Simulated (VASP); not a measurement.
Zn6C: band structure with PBE

Crystal: Zn6C.

```
CELL_PARAMETERS angstrom
-3.15731 3.15731 3.15731
3.15731 -3.15731 3.15731
3.15731 3.15731 -3.15731
ATOMIC_POSITIONS crystal
Zn 0.00000 0.32045 0.32045
Zn 0.00000 0.67955 0.67955
Zn 0.32045 0.00000 0.32045
Zn 0.67955 0.00000 0.67955
Zn 0.32045 0.32045 0.00000
Zn 0.67955 0.67955 0.00000
C 0.00000 0.00000 0.00000
```

The cell was built by a generator and needn't be a form met in nature.

```yaml
Program: VASP 6.6.1
Task: band structure
Functional: PBE
Potentials_or_basis: VASP PAW PBE potentials, release 64 (Zn_GW, C_GW)
Cutoff: 900 eV
k_mesh: 5 × 5 × 5
Occupations: fermi-dirac, width 0.05 eV
Spin: no spin polarisation
Further_INCAR_settings: ALGO = Fast; EDIFF = 1e-07
```

```json
{
 "Band gap along the path": "none (metal or under the smearing width)"
}
```

Levels at the corners of the path, in eV from the Fermi level:
| point | band 33 | band 34 | band 35 | band 36 | band 37 | band 38 | band 39 | band 40 | band 41 | band 42 |
| --- | --- | --- | --- | --- | --- | --- | --- | --- | --- | --- |
| Γ | -4.51 | -4.51 | -4.51 | -2.03 | -2.03 | 0.50 | 0.50 | 0.50 | 0.73 | 0.73 |
| H | -5.76 | -5.76 | -4.64 | -4.64 | -1.63 | 0.57 | 0.57 | 0.57 | 3.02 | 3.02 |
| H | -5.76 | -5.76 | -4.64 | -4.64 | -1.63 | 0.57 | 0.57 | 0.57 | 3.02 | 3.02 |
| N | -4.69 | -4.57 | -4.45 | -2.41 | -1.83 | -1.56 | 0.48 | 1.76 | 2.22 | 2.80 |
| N | -4.69 | -4.57 | -4.45 | -2.41 | -1.83 | -1.56 | 0.48 | 1.76 | 2.22 | 2.80 |
| Γ | -4.51 | -4.51 | -4.51 | -2.03 | -2.03 | 0.50 | 0.50 | 0.50 | 0.73 | 0.73 |
| Γ | -4.51 | -4.51 | -4.51 | -2.03 | -2.03 | 0.50 | 0.50 | 0.50 | 0.73 | 0.73 |
| P | -5.64 | -5.64 | -2.53 | -2.53 | -2.53 | -0.03 | 1.71 | 1.71 | 1.71 | 2.10 |
| P | -5.64 | -5.64 | -2.53 | -2.53 | -2.53 | -0.03 | 1.71 | 1.71 | 1.71 | 2.10 |
| H | -5.76 | -5.76 | -4.64 | -4.64 | -1.63 | 0.57 | 0.57 | 0.57 | 3.02 | 3.02 |
| P | -5.64 | -5.64 | -2.53 | -2.53 | -2.53 | -0.03 | 1.71 | 1.71 | 1.71 | 2.10 |
| N | -4.69 | -4.57 | -4.45 | -2.41 | -1.83 | -1.56 | 0.48 | 1.76 | 2.22 | 2.80 |

Run time: 17 min on 1 thread of Intel(R) Xeon(R) 6975P-C (Granite Rapids) (shared host), peak memory 0.77 GiB.

Caveat: the log is that of the step along the path at fixed density, whose energy, stress, charges and moments have no meaning.
